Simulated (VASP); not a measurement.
The system is KRbMg6.

```xyz
8
Lattice="5.2067 0.0000 0.0000 0.0000 3.3128 7.6774 0.0000 -3.3128 7.6774" Properties=species:S:1:pos:R:3 pbc="T T T"
Rb    2.6034    0.0000   10.4747
K     2.6034    0.0000    2.7612
Mg    0.0000    0.0000   13.2412
Mg    0.0000    0.0000    5.4985
Mg    0.0000   -1.6742    8.2185
Mg    0.0000    1.6742    8.2185
Mg    2.6034   -1.6609    6.5032
Mg    2.6034    1.6609    6.5032
```

The cell comes from a database or a generator and needn't be the stable form of this composition.

```yaml
Program: VASP 6.6.1
Task: single point
Functional: PBE
Potentials_or_basis: VASP PAW PBE potentials, release 64 (Rb_sv, K_sv, Mg)
Cutoff: 520 eV
k_mesh: 5 × 5 × 5
Occupations: fermi-dirac, width 0.05 eV
Spin: no spin polarisation
```

On this cell: pressure 0.0 GPa; largest force 0.103 eV/Å; band gap on the k mesh none (metal or under the smearing width).

The same run follows on a disturbed copy (atoms moved at random, drawn with an rms of 0.05 Å):

```xyz
8
Lattice="5.2067 0.0000 0.0000 0.0000 3.3128 7.6774 0.0000 -3.3128 7.6774" Properties=species:S:1:pos:R:3 pbc="T T T"
Rb    2.5770   -0.0111   10.4997
K     2.6707    0.0002    2.7188
Mg    0.0272   -0.0302   13.1797
Mg   -0.0217    0.0263    5.5309
Mg    0.0336   -1.6614    8.2594
Mg   -0.0267    1.5910    8.2373
Mg    2.6362   -1.6529    6.4971
Mg    2.6243    1.6061    6.5090
```

Problem. What changes?

Solution. The energy (extrapolated to zero smearing) moves by +3.8 meV/atom; pressure -0.1 GPa; largest force 0.252 eV/Å; band gap on the k mesh none (metal or under the smearing width).

Forces on the atoms (eV/Å):
```
Rb   0.022  0.021  0.040
K   -0.041 -0.033  0.051
Mg  -0.033  0.047  0.246
Mg   0.113 -0.105 -0.016
Mg  -0.011 -0.072 -0.201
Mg   0.092  0.106 -0.114
Mg  -0.044 -0.038  0.001
Mg  -0.098  0.074 -0.008
```

Stress tensor (GPa, compression positive):
```
-0.50  0.00  0.00
 0.00  0.24  0.05
 0.00  0.05  0.07
```
